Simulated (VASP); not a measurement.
Output of a VASP run:

**OUTCAR**
```
 ion  position               nearest neighbor table
   1  0.000  0.000  0.000-   2 2.73   3 2.73   4 2.73   2 2.73   3 2.73   2 2.73   4 2.73   2 2.73
                             3 2.73   4 2.73   3 2.73   4 2.73
   2  0.000  0.500  0.500-   1 2.73   3 2.73   4 2.73   1 2.73   4 2.73   1 2.73   3 2.73   1 2.73
                             3 2.73   4 2.73   4 2.73   3 2.73
   3  0.500  0.000  0.500-   1 2.73   2 2.73   4 2.73   1 2.73   4 2.73   2 2.73   4 2.73   4 2.73
                             1 2.73   2 2.73   1 2.73   2 2.73
   4  0.500  0.500  0.000-   1 2.73   2 2.73   3 2.73   2 2.73   3 2.73   1 2.73   3 2.73   3 2.73
                             1 2.73   2 2.73   2 2.73   1 2.73
  LATTYP: Found a simple cubic cell.
 ALAT       =     3.8558070154
 Subroutine PRICEL returns:
 Original cell was already a primitive cell.
 Subroutine GETGRP returns: Found 48 space group operations
The static configuration has the point symmetry O_h .
The dynamic configuration has the point symmetry O_h .
 Subroutine INISYM returns: Found 48 space group operations
 Subroutine IBZKPT returns following result:
 Found     35 irreducible k-points:

 Following reciprocal coordinates:
            Coordinates               Weight
  0.000000  0.000000  0.000000      1.000000
  0.125000  0.000000  0.000000      6.000000
  0.250000  0.000000  0.000000      6.000000
  0.375000  0.000000  0.000000      6.000000
  0.500000  0.000000  0.000000      3.000000
  0.125000  0.125000  0.000000     12.000000
  0.250000  0.125000  0.000000     24.000000
  0.375000  0.125000  0.000000     24.000000
  0.500000  0.125000  0.000000     12.000000
  0.250000  0.250000  0.000000     12.000000
  0.375000  0.250000  0.000000     24.000000
  0.500000  0.250000  0.000000     12.000000
  0.375000  0.375000  0.000000     12.000000
  0.500000  0.375000  0.000000     12.000000
  0.500000  0.500000  0.000000      3.000000
  0.125000  0.125000  0.125000      8.000000
  0.250000  0.125000  0.125000     24.000000
  0.375000  0.125000  0.125000     24.000000
  0.500000  0.125000  0.125000     12.000000
  0.250000  0.250000  0.125000     24.000000
  0.375000  0.250000  0.125000     48.000000
  0.500000  0.250000  0.125000     24.000000
  0.375000  0.375000  0.125000     24.000000
  0.500000  0.375000  0.125000     24.000000
  0.500000  0.500000  0.125000      6.000000
  0.250000  0.250000  0.250000      8.000000
  0.375000  0.250000  0.250000     24.000000
  0.500000  0.250000  0.250000     12.000000
  0.375000  0.375000  0.250000     24.000000
  0.500000  0.375000  0.250000     24.000000
  0.500000  0.500000  0.250000      6.000000
  0.375000  0.375000  0.375000      8.000000
  0.500000  0.375000  0.375000     12.000000
  0.500000  0.500000  0.375000      6.000000
  0.500000  0.500000  0.500000      1.000000
   k-points           NKPTS =     35   k-points in BZ     NKDIM =     35   number of bands    NBANDS=     25
   number of dos      NEDOS =    301   number of ions     NIONS =      4
   total plane-waves  NPLWV =  27000
   dimension x,y,z NGX =    30 NGY =   30 NGZ =   30
   dimension x,y,z NGXF=    60 NGYF=   60 NGZF=   60
   ions per type =               1   3
   PREC   = accura    normal or accurate (medium, high low for compatibility)
   ISTART =      0    job   : 0-new  1-cont  2-samecut
   ICHARG =      2    charge: 1-file 2-atom 10-const
   ISPIN  =      1    spin polarized calculation?
   LNONCOLLINEAR =      F non collinear calculations
   LSORBIT =      F    spin-orbit coupling
   INIWAV =      1    electr: 0-lowe 1-rand  2-diag
   ENCUT  =  520.0 eV  38.22 Ry    6.18 a.u.   7.17  7.17  7.17*2*pi/ulx,y,z
   NELM   =    100;   NELMIN=  2; NELMDL= -5     # of ELM steps
   EDIFF  = 0.1E-06   stopping-criterion for ELM
   LREAL  =      F    real-space projection
   NLSPLINE    = F    spline interpolate recip. space projectors
   LMAXMIX     =    6 max onsite mixed and CHGCAR
   VOSKOWN=      0    Vosko Wilk Nusair interpolation
   EDIFFG = 0.1E-05   stopping-criterion for IOM
   NSW    =      0    number of steps for IOM
   NBLOCK =      1;   KBLOCK =      1    inner block; outer block
...
```

OSZICAR:
```
       N       E                     dE             d eps       ncg     rms          rms(c)
DAV:   1     0.389866702399E+03    0.38987E+03   -0.21328E+04  1750   0.183E+03
DAV:   2     0.192581401486E+01   -0.38794E+03   -0.38087E+03  1895   0.458E+02
DAV:   3    -0.312960218421E+02   -0.33222E+02   -0.31770E+02  2591   0.113E+02
DAV:   4    -0.322116220089E+02   -0.91560E+00   -0.91163E+00  1990   0.200E+01
DAV:   5    -0.322440331442E+02   -0.32411E-01   -0.32348E-01  2564   0.370E+00    0.246E+01
DAV:   6    -0.305131575020E+02    0.17309E+01   -0.19165E+01  2509   0.321E+01    0.138E+01
DAV:   7    -0.302422647548E+02    0.27089E+00   -0.26930E+01  2407   0.319E+01    0.113E+01
DAV:   8    -0.294511050559E+02    0.79116E+00   -0.16619E+00  2380   0.106E+01    0.466E+00
DAV:   9    -0.293644204067E+02    0.86685E-01   -0.19247E+00  2593   0.776E+00    0.228E+00
DAV:  10    -0.293128320340E+02    0.51588E-01   -0.31445E-01  2430   0.402E+00    0.425E-01
DAV:  11    -0.293144897561E+02   -0.16577E-02   -0.48758E-03  2290   0.614E-01    0.502E-01
DAV:  12    -0.293123414146E+02    0.21483E-02   -0.12627E-02  2459   0.733E-01    0.687E-02
DAV:  13    -0.293123374232E+02    0.39914E-05   -0.20584E-04  2044   0.106E-01    0.310E-02
DAV:  14    -0.293123486881E+02   -0.11265E-04   -0.13583E-04  2464   0.864E-02    0.462E-02
DAV:  15    -0.293123325594E+02    0.16129E-04   -0.66743E-05  2525   0.581E-02    0.889E-03
DAV:  16    -0.293123324243E+02    0.13515E-06   -0.36281E-06  2578   0.122E-02    0.358E-03
DAV:  17    -0.293123324579E+02   -0.33664E-07   -0.24783E-07  1554   0.410E-03
   1 F= -.32522992E+02 E0= -.32523038E+02  d E =0.136461E-03
```

**OUTCAR**
```
------------------------ aborting loop because EDIFF is reached ----------------------------------------
 Edisp (eV)   -3.21066
  FORCE on cell =-STRESS in cart. coord.  units (eV):
  Direction    XX          YY          ZZ          XY          YZ          ZX
  --------------------------------------------------------------------------------------
  Total       3.04395     3.04395     3.04395     0.00000    -0.00000     0.00000
  in kB      85.07515    85.07515    85.07515     0.00000    -0.00000     0.00000
  external pressure =       85.08 kB  Pullay stress =        0.00 kB
  volume of cell :       57.33
      direct lattice vectors                 reciprocal lattice vectors
     3.855807015  0.000000000  0.000000000     0.259349079  0.000000000  0.000000000
     0.000000000  3.855807015  0.000000000     0.000000000  0.259349079  0.000000000
     0.000000000  0.000000000  3.855807015     0.000000000  0.000000000  0.259349079
 POSITION                                       TOTAL-FORCE (eV/Angst)
 -----------------------------------------------------------------------------------
      0.00000      0.00000      0.00000         0.000000      0.000000      0.000000
      0.00000      1.92790      1.92790         0.000000      0.000000      0.000000
      1.92790      0.00000      1.92790         0.000000      0.000000      0.000000
      1.92790      1.92790      0.00000         0.000000      0.000000      0.000000
 -----------------------------------------------------------------------------------
    total drift:                                0.000000      0.000000     -0.000000
  FREE ENERGIE OF THE ION-ELECTRON SYSTEM (eV)
  ---------------------------------------------------
  free  energy   TOTEN  =       -32.5229923425 eV

  energy  without entropy=      -32.5231288037  energy(sigma->0) =      -32.52303783
```
(Selected blocks of OUTCAR.)

**POSCAR**
```
Pt3Ti
1
    3.8558070154     0.0000000000     0.0000000000
    0.0000000000     3.8558070154     0.0000000000
    0.0000000000     0.0000000000     3.8558070154
Ti Pt
1 3
Direct
  0.0000000000   0.0000000000   0.0000000000
  0.0000000000   0.5000000000   0.5000000000
  0.5000000000   0.0000000000   0.5000000000
  0.5000000000   0.5000000000   0.0000000000
```

Reconstruct the remaining input files.

Several could match; the one computed here: the input of the run itself, PBE GGA with D3 dispersion (zero damping), plane waves, VASP's PBE PAW potentials (set 64).

### KPOINTS
```
Automatic mesh
0
G
8 8 8
0 0 0
```

**INCAR**
```
# general
SYSTEM   =  Pt3Ti
PREC     =  Accurate
ENCUT    =  520
LREAL    =  .False.
LASPH    =  .True.

# electronic loop
EDIFF    =  1E-7
NELM     =  100
ALGO     =  Normal
LMAXMIX  =  6

# smearing
ISMEAR   =  1
SIGMA    =  0.1

# functional
GGA      =  PE
IVDW     =  11

# ions
ISIF     =  2

# output
LWAVE    =  .False.
LCHARG   =  .False.
```

POTCAR, in this order: Ti_sv Pt (PBE.64 set). Program: vasp_std.

The compound is Pt3Ti in the L1_2 structure. This cell is one point of a volume scan, at 0.97 of the reference volume.
